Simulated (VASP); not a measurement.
## A vacancy on the Ba site in Ba2BiSb2

Wanted: what a vacancy on the Ba site costs in Ba2BiSb2 and how the lattice relaxes round it. The start is a cell from a database of measured crystal structures.

Method: PBE; plane waves and PAW (Bi, Ba_sv, Sb), in the first sound run; inputs show where later runs differ, in VASP 6.6.1.

**1. The host crystal**

The structure is orthorhombic, space group Immm (No. 71). Conventional cell: a = 4.803 Å, b = 7.688 Å, c = 9.900 Å, α = 90.00°, β = 90.00°, γ = 90.00°. Bi has 4 Sb at 3.32 Å and 4 Ba at 3.67 Å nearest. Nearest to Ba lie 6 Sb at 3.59 to 3.60 Å and 2 Bi at 3.67 Å. Nearest to Sb lie 1 Sb at 3.10 Å and 2 Bi at 3.32 Å and 6 Ba at 3.59 to 3.60 Å. Farther neighbours are not listed.

As a file:

```xyz
5
Lattice="-2.4013 3.8439 4.9500 2.4013 -3.8439 4.9500 2.4013 3.8439 -4.9500" Properties=species:S:1:pos:R:3 pbc="T T T"
Bi    0.0000    0.0000    0.0000
Ba    2.4013    0.0000    2.7699
Ba    0.0000    3.8439    2.1801
Sb    2.4013    2.2940    0.0000
Sb    0.0000    1.5499    4.9500
```

**2. Relaxing the host crystal**

First cell and atoms are relaxed at a raised cutoff, so that later runs start from this functional's own cell.

INCAR

```
SYSTEM = Ba2BiSb2
PREC = Accurate
ENCUT = 350
EDIFF = 1E-06
NELM = 120
ISMEAR = 1
SIGMA = 0.15
LREAL = .FALSE.
ALGO = Normal
GGA = PE
NBANDS = 23
LORBIT = 11
LWAVE = .FALSE.
LCHARG = .FALSE.
KPAR = 4
LASPH = .TRUE.
IBRION = 2
NSW = 40
ISIF = 3
EDIFFG = -0.02
POTIM = 0.4
```

POSCAR

```
Ba2BiSb2
1.0
   -2.4013000000      3.8439000000      4.9500000000
    2.4013000000     -3.8439000000      4.9500000000
    2.4013000000      3.8439000000     -4.9500000000
Bi Ba Sb
1 2 2
Direct
    0.0000000000      0.0000000000      0.0000000000
    0.2797900000      0.7797900000      0.5000000000
    0.7202100000      0.2202100000      0.5000000000
    0.2984000000      0.5000000000      0.7984000000
    0.7016000000      0.5000000000      0.2016000000
```

KPOINTS

```
Automatic mesh
0
Gamma
6 6 6
0 0 0
```

Potentials, in the order of the species: Bi, Ba_sv and Sb (PBE family, release 64).

Launch:

```console
mpirun -np 4 vasp_std
```

The log of the run:

```text
[banner, memory and clock lines left out]
running    4 mpi-ranks, on    1 nodes
 distrk:  each k-point on    1 cores,    4 groups
 distr:  one band on    1 cores,    1 groups

 POSCAR found type information on POSCAR BiBaSb
 POSCAR found :  3 types and       5 ions
 LDA part: xc-table for (Slater+PW92), standard interpolation
 POSCAR, INCAR and KPOINTS ok, starting setup
 FFT: planning ... GRIDC
 FFT: planning ... GRID_SOFT
 FFT: planning ... GRID
 WAVECAR not read
 entering main loop
       N       E                     dE             d eps       ncg     rms          rms(c)
DAV:   1     0.193386826611E+03    0.19339E+03   -0.10766E+04  2116   0.897E+02
DAV:   2    -0.577311979834E+01   -0.19916E+03   -0.19474E+03  2963   0.205E+02
DAV:   3    -0.197843916523E+02   -0.14011E+02   -0.13891E+02  2886   0.599E+01
DAV:   4    -0.202354456989E+02   -0.45105E+00   -0.45062E+00  3214   0.981E+00
DAV:   5    -0.202420139813E+02   -0.65683E-02   -0.65680E-02  2861   0.122E+00    0.585E+00
DAV:   6    -0.201053825233E+02    0.13663E+00   -0.27749E-01  2658   0.219E+00    0.337E+00
DAV:   7    -0.200989849021E+02    0.63976E-02   -0.15363E-01  2662   0.182E+00    0.915E-01
DAV:   8    -0.201011423290E+02   -0.21574E-02   -0.24871E-02  2796   0.837E-01    0.204E-01
DAV:   9    -0.201013835760E+02   -0.24125E-03   -0.23776E-03  2726   0.233E-01    0.834E-02
DAV:  10    -0.201015643433E+02   -0.18077E-03   -0.42602E-04  2697   0.111E-01    0.173E-02
DAV:  11    -0.201015872739E+02   -0.22931E-04   -0.52468E-05  2867   0.371E-02    0.141E-02
DAV:  12    -0.201015876367E+02   -0.36286E-06   -0.64101E-06  2747   0.122E-02
   1 F= -.20101588E+02 E0= -.20101955E+02  d E =-.201016E+02
 curvature:   0.00 expect dE= 0.000E+00 dE for cont linesearch  0.000E+00
 trial: gam= 0.00000 g(F)=  0.969E-04 g(S)=  0.583E-01 ort = 0.000E+00 (trialstep = 0.100E+01)
 search vector abs. value=  0.584E-01
 bond charge predicted
       N       E                     dE             d eps       ncg     rms          rms(c)
DAV:   1    -0.202685864236E+02   -0.16700E+00   -0.47277E+00  2130   0.120E+01    0.168E+00
DAV:   2    -0.201739462663E+02    0.94640E-01   -0.23888E-01  2756   0.271E+00    0.892E-01
DAV:   3    -0.201320477267E+02    0.41899E-01   -0.14558E-01  2378   0.204E+00    0.173E-01
DAV:   4    -0.201333750023E+02   -0.13273E-02   -0.94311E-03  3306   0.379E-01    0.147E-01
DAV:   5    -0.201338451714E+02   -0.47017E-03   -0.70907E-04  3012   0.116E-01    0.499E-02
DAV:   6    -0.201338877626E+02   -0.42591E-04   -0.12665E-04  3309   0.555E-02    0.241E-02
DAV:   7    -0.201338837166E+02    0.40460E-05   -0.44647E-05  2684   0.289E-02    0.815E-03
DAV:   8    -0.201338821127E+02    0.16039E-05   -0.55273E-06  2988   0.133E-02    0.319E-03
DAV:   9    -0.201338824823E+02   -0.36959E-06   -0.50892E-07  1751   0.258E-03
   2 F= -.20133882E+02 E0= -.20133943E+02  d E =-.322948E-01
[...]
3 F= -.20134439E+02 E0= -.20134441E+02  d E =-.328519E-01
[...]
4 F= -.20136987E+02 E0= -.20136807E+02  d E =-.254722E-02
[...]
5 F= -.20137624E+02 E0= -.20137295E+02  d E =-.318487E-02
[...]
6 F= -.20137627E+02 E0= -.20137287E+02  d E =-.318728E-02
[...]
7 F= -.20137762E+02 E0= -.20137376E+02  d E =-.135189E-03
 ZBRENT: can't locate minimum, use default step
 trial-energy change:   -0.000135  1 .order   -0.000137   -0.000150   -0.000123
 step:   4.7974(harm=  6.8051)  dis= 0.00406  next Energy=   -20.138052 (dE=-0.425E-03)
 bond charge predicted
       N       E                     dE             d eps       ncg     rms          rms(c)
DAV:   1    -0.201384938184E+02   -0.73176E-03   -0.82579E-02  2165   0.141E+00    0.128E-01
DAV:   2    -0.201381956869E+02    0.29813E-03   -0.26690E-03  2627   0.274E-01    0.672E-02
DAV:   3    -0.201380149443E+02    0.18074E-03   -0.37107E-04  2724   0.103E-01    0.193E-02
DAV:   4    -0.201380115177E+02    0.34265E-05   -0.39664E-05  3209   0.321E-02    0.922E-03
DAV:   5    -0.201380132981E+02   -0.17804E-05   -0.28721E-06  2241   0.779E-03    0.378E-03
DAV:   6    -0.201380140425E+02   -0.74437E-06   -0.35684E-07  1548   0.378E-03
   8 F= -.20138014E+02 E0= -.20137484E+02  d E =-.387276E-03
 curvature:  -3.04 expect dE=-0.220E-03 dE for cont linesearch -0.359E-04
 trial: gam= 0.27241 g(F)=  0.266E-04 g(S)=  0.458E-04 ort = 0.389E-04 (trialstep = 0.192E+01)
 search vector abs. value=  0.103E-03
 reached required accuracy - stopping structural energy minimisation
```

Run time: 83 s. Hardware: 4 MPI ranks of Intel Xeon 6975P-C (Granite Rapids), shared host; peak memory 1.4 GiB; 5.5 min of CPU time.

Lines that name or quote the potential files are left out of all logs, and their timing lines are given in words.

Parts of OUTCAR (step 2):

```text
ion  position               nearest neighbor table
   1  0.000  0.000  0.000-   4 3.32   5 3.32   4 3.32   5 3.32   2 3.67   3 3.67   3 3.67   2 3.67

  LATTYP: Found a body centered orthorhombic cell.
 ALAT       =     4.8026000000
 B/A-ratio  =     1.6007579228
 C/A-ratio  =     2.0613834173

 Subroutine GETGRP returns: Found  8 space group operations
 (whereof  8 operations were pure point group operations)

The static configuration has the point symmetry D_2h.

 Found     46 irreducible k-points:

   k-points           NKPTS =     46   k-points in BZ     NKDIM =     46   number of bands    NBANDS=     23

   dimension x,y,z NGX =    42 NGY =   42 NGZ =   42
   dimension x,y,z NGXF=    84 NGYF=   84 NGZF=   84

   ENCUT  =  350.0 eV  25.72 Ry    5.07 a.u.  10.24 10.24 10.24*2*pi/ulx,y,z

   NELECT =      35.0000    total number of electrons

 k-points in reciprocal lattice and weights: Automatic mesh
   0.00000000  0.00000000  0.00000000       0.005
   0.16666667  0.00000000  0.00000000       0.019
   0.33333333  0.00000000  0.00000000       0.019
   0.50000000  0.00000000  0.00000000       0.009
  -0.00000000  0.16666667  0.00000000       0.019
   0.16666667  0.16666667  0.00000000       0.037
   0.33333333  0.16666667  0.00000000       0.037
   0.50000000  0.16666667  0.00000000       0.037
  -0.33333333  0.16666667  0.00000000       0.037
[...]
-0.33333333 -0.33333333  0.33333333       0.009
   0.50000000  0.50000000  0.50000000       0.005

 average (electrostatic) potential at core
       1 -62.4870       2 -35.9209       3 -35.9209       4 -87.8685       5 -87.8685

 E-fermi :   4.3829

 k-point     1 :       0.0000    0.0000    0.0000
  band No.  band energies     occupation
    ...
     14       2.5519      2.00000
     15       2.7277      2.00000
     16       3.5482      2.00000
     17       3.6033      2.00000
     18       3.7490      2.00000
     19       4.5930     -0.06350
     20       5.4895     -0.00000
     21       6.7184     -0.00000
     22       6.8668     -0.00000
     23       7.5986      0.00000

 k-point     2 :       0.1667    0.0000    0.0000
  band No.  band energies     occupation
    ...
     14       2.4132      2.00000
     15       2.5894      2.00000
     16       3.4933      2.00000
     17       3.6660      2.00000
     18       4.0482      2.00707
     19       4.8953     -0.00002
     20       5.5146     -0.00000
     21       6.2659     -0.00000
     22       6.7395     -0.00000
     23       7.6581      0.00000

 k-point     3 :       0.3333    0.0000    0.0000
  band No.  band energies     occupation
    ...
     13       1.9653      2.00000
     14       2.1603      2.00000
     15       2.3343      2.00000
     16       3.1800      2.00000
     17       3.9751      2.00082
     18       4.5470     -0.06468
     19       5.0906     -0.00000
     20       5.7070     -0.00000
     21       5.9163     -0.00000
     22       6.7574     -0.00000
    ...

  Total        0.0551089      0.0242197      0.0480540     -0.0000000      0.0000000      0.0000000
  in kB        0.4680472      0.2057011      0.4081287     -0.0000000      0.0000000      0.0000000
  external PRESSURE =       0.3606257 kB  Pullay stress =       0.0000000 kB

  energy-cutoff  :      350.00
  volume of cell :      188.64
      direct lattice vectors                 reciprocal lattice vectors
    -2.428847421  3.825121441  5.076185250     0.000000000  0.130714804  0.098499163
     2.428847421 -3.825121441  5.076185250     0.205858958  0.000000000  0.098499163
     2.428847421  3.825121441 -5.076185250     0.205858958  0.130714804  0.000000000

 POSITION                                       TOTAL-FORCE (eV/Angst)
 -----------------------------------------------------------------------------------
      0.00000     -0.00000      0.00000        -0.000000     -0.000000      0.000000
      2.42885     -0.00000      2.84762        -0.000000     -0.000000      0.017018
      0.00000      3.82512      2.22857         0.000000     -0.000000     -0.017018
      2.42885      2.27797     -0.00000        -0.000000     -0.007420      0.000000
      0.00000      1.54715      5.07619        -0.000000      0.007420      0.000000
 -----------------------------------------------------------------------------------
    total drift:                               -0.000000     -0.000000      0.000000

  FREE ENERGIE OF THE ION-ELECTRON SYSTEM (eV)
  ---------------------------------------------------
  free  energy   TOTEN  =       -20.1380140425 eV

  energy  without entropy=      -20.1364240148  energy(sigma->0) =      -20.13748403

 reached required accuracy - stopping structural energy minimisation

 total charge
# of ion       s       p       d       tot
------------------------------------------
    1        1.739   1.903   0.057   3.698
    2        2.009   5.591   0.315   7.915
    3        2.009   5.591   0.315   7.915
    4        1.167   1.256   0.015   2.438
    5        1.167   1.256   0.015   2.438
--------------------------------------------------
tot          8.090  15.597   0.717  24.405

[... 3 further parts left out ...]
```

CONTCAR:

```
Ba2BiSb2
   1.00000000000000
    -2.4288474212714246    3.8251214412745704    5.0761852503970424
     2.4288474212714246   -3.8251214412745704    5.0761852503970424
     2.4288474212714246    3.8251214412745704   -5.0761852503970424
  Bi              Ba              Sb
     1     2     2
Direct
     0.0000000000000000    0.0000000000000000    0.0000000000000000
     0.2804877682255881    0.7804877682255882    0.5000000000000000
     0.7195122317744118    0.2195122317744119    0.5000000000000000
     0.2977650351115567    0.5000000000000000    0.7977650351115568
     0.7022349648884432    0.5000000000000000    0.2022349648884433
```

This run has no spin polarisation. Its electron count is odd, so without a moment it is a metal by construction. The k-mesh is coarse for a metal. Harder data sets than Ba_sv exist (the GW ones), and pressures, volumes and forces can shift noticeably with them. The data set Bi keeps the semicore shell frozen, which is cheaper and a little less accurate. The run keeps the 8 symmetry operations of its start, so it cannot find a distortion of lower symmetry.

Step by step:

```
step  energy less that of the first step (eV)  largest force (eV/Å)  pressure (GPa)  volume (Å³)
   1                                   0.0000                0.0295            1.23       182.76
   2                                  -0.0323                0.0219            0.02       188.74
   3                                  -0.0329                0.0212           -0.16       189.72
   4                                  -0.0354                0.0213           -0.08       189.27
   5                                  -0.0360                0.0214           -0.01       188.93
   6                                  -0.0360                0.0213           -0.01       188.90
   7                                  -0.0362                0.0201            0.00       188.84
   8                                  -0.0364                0.0170            0.04       188.64
```

```
conventional cell, symmetrised  before   after  change
                         a (Å)   4.803   4.858  +1.1 %
                         b (Å)   7.688   7.650  -0.5 %
                         c (Å)   9.900  10.152  +2.5 %
              volume (Å³/atom)   36.55   37.73  +3.2 %
```

The relaxed structure:

```
Bi Ba Sb
1.0
    -2.42885    3.82512    5.07619
     2.42885   -3.82512    5.07619
     2.42885    3.82512   -5.07619
Bi Ba Sb
1 2 2
Cartesian
  0.0000 0.0000 0.0000
  2.4288 0.0000 2.8476
  0.0000 3.8251 2.2286
  2.4288 2.2780 0.0000
  0.0000 1.5471 5.0762
```

This step gave:

| Quantity | Value |
| --- | --- |
| electronic cycles | 56 |
| electrons | 35 |
| free energy (TOTEN) | -20.14 eV |
| energy at zero smearing | -20.14 eV |
| Fermi energy | 4.383 eV |
| labelled metallic, from the levels on this mesh | yes |

The run ended after 8 ionic steps, 0.036 eV below its first step, once forces and stress met EDIFFG = -0.02.

(Part 1 of 3 ends here.)

[Lines on the potential files, build, host, timing and source positions are cut from VASP's logs without a mark.]

[Logs are printed without paths, hosts, clocks, repeated set-up lines and the standing remarks that a program may print on its own settings, such as how far it seeks lower states.]

[Hosts, paths, dates, database ids (printed as entryN), source tags and the programs' standing remarks are cut or masked in the printed files.]

[In band tables of VASP the shares of atoms and orbitals are scaled to a sum of 1 inside the atoms' spheres.]

[Runs that stopped without an error message from VASP are left out.]
